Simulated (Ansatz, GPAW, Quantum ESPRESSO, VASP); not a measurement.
# One structure in several programs: YHg₂ (P6/mmm, 3 atoms in the cell)

Self-consistent single point, at a second geometry (lattice scaled by 0.98). First geometry:

```
YHg2
1.0
    4.80153     0.00000     0.00000
   -2.40077     4.15825     0.00000
    0.00000     0.00000     3.43464
Y Hg
1 2
Cartesian
  0.00000   0.00000   0.00000
  0.00000   2.77217   1.71732
  2.40077   1.38608   1.71732
```

Shared settings, as Ansatz (an electronic-structure program) writes them: kpoints.mp_grid.grid = 9 9 11; scf.occupations.method = fermi_dirac; scf.occupations.width = 0.136 eV. Potentials and cutoffs stand in the table.

| code | model | ΔF from the first geometry (meV/atom) | pressure (GPa) | cutoff |
|---|---|---|---|---|
| VASP | PBEsol, VASP's PBE PAW potentials (set 64) | 36.4 | 7.06 | 300 eV |
| Quantum ESPRESSO | PBEsol, GBRV 1.5 ultrasoft (PBESOL) pseudopotentials | 33.1 | 7.13 | 40 Ry |
| GPAW | PBEsol, GPAW PAW datasets PBEsol (made by gpaw-setup) | 37.3 | 7.65 | 550 eV |
| Ansatz | PBEsol, PAW files made with PBE | 32.2 | 7.02 | 420 eV |

For VASP (by 0.5 GPa) the energy change implies a higher mean pressure, against the two pressures, than for the other programs: a sign of finite-basis (Pulay) stress.

On Ansatz's run: spin-orbit coupling is off.

The spread over the programs that give each value: ΔF from the first geometry within 5.1 meV/atom; pressure within 0.63 GPa.

Ansatz's pressure is given at a fixed set of plane waves, as the other plane-wave codes print theirs; with its correction for the finite basis it is 7.06 GPa.

VASP's run is marked for a possible Pulay error in its stress at this cutoff; no cutoff test was made.

The starting cell comes from a database of computed structures (which also holds hypothetical and non-ambient phases and stackings), without a prior relaxation at this level. Its lattice was rescaled by a random factor within 2.5 % of one. For this run, on top of that: lattice scaled by 0.98.

Left out of this page: Elk, FLEUR and SIESTA (not drawn, or without a comparable value).

Keys are those of Ansatz 0.2.
